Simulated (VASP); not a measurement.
Here is the system:

```xyz
6
Lattice="5.1643 0.0000 0.0000 0.0000 5.1643 0.0000 0.0000 0.0000 3.5531" Properties=species:S:1:pos:R:3 pbc="T T T"
Pb     0.0000     0.0000     0.0000
Pb     2.5821     2.5821     1.7766
O      1.5888     1.5888     0.0000
O      4.1709     0.9933     1.7766
O      0.9933     4.1709     1.7766
O      3.5755     3.5755     0.0000
```

Method: vdW-DF2, VASP's PBE PAW potentials (set 64) (plane waves; VASP 6.6.1). Settings: 520 eV cut-off, Gaussian smearing of 0.050 eV, potentials Pb_d O.

Unless said otherwise, spin-orbit coupling is left out, though it shifts the bands of the heavy elements here.

Give the energies of bands 15 to 28 at the high-symmetry points, in eV from the valence-band maximum.

```json
[
 {"band": "15", "Γ": "-7.54", "X": "-6.08", "M": "-5.58", "Z": "-6.90", "R": "-6.73", "A": "-7.25"},
 {"band": "16", "Γ": "-2.84", "X": "-6.08", "M": "-5.58", "Z": "-6.90", "R": "-6.73", "A": "-7.25"},
 {"band": "17", "Γ": "-2.73", "X": "-2.19", "M": "-2.65", "Z": "-2.83", "R": "-3.92", "A": "-3.33"},
 {"band": "18", "Γ": "-2.73", "X": "-2.19", "M": "-2.65", "Z": "-2.83", "R": "-3.92", "A": "-3.33"},
 {"band": "19", "Γ": "-2.65", "X": "-2.13", "M": "-2.16", "Z": "-2.53", "R": "-2.87", "A": "-1.73"},
 {"band": "20", "Γ": "-1.71", "X": "-2.13", "M": "-2.16", "Z": "-2.53", "R": "-2.87", "A": "-1.73"},
 {"band": "21", "Γ": "-1.45", "X": "-1.11", "M": "-1.26", "Z": "-1.76", "R": "-0.89", "A": "-1.67"},
 {"band": "22", "Γ": "-0.80", "X": "-1.11", "M": "-1.26", "Z": "-1.76", "R": "-0.89", "A": "-1.67"},
 {"band": "23", "Γ": "-0.60", "X": "-0.61", "M": "-0.65", "Z": "-0.85", "R": "-0.55", "A": "-0.49"},
 {"band": "24", "Γ": "-0.60", "X": "-0.61", "M": "-0.65", "Z": "-0.85", "R": "-0.55", "A": "-0.49"},
 {"band": "25", "Γ": "-0.41", "X": "-0.25", "M": "-0.34", "Z": "-0.59", "R": "-0.23", "A": "-0.35"},
 {"band": "26", "Γ": "-0.41", "X": "-0.25", "M": "-0.34", "Z": "-0.59", "R": "-0.23", "A": "-0.35"},
 {"band": "27", "Γ": "0.14", "X": "1.70", "M": "2.02", "Z": "2.90", "R": "3.15", "A": "2.15"},
 {"band": "28", "Γ": "3.31", "X": "1.70", "M": "2.02", "Z": "2.90", "R": "3.15", "A": "2.15"}
]
```

The gap is indirect, 0.06 eV, from the valence maximum at Γ-Z at 0.33 to the conduction minimum at Γ-X at 0.33.

The compound is PbO2 in the rutile structure. It was relaxed first, which changed the volume by +14 %.
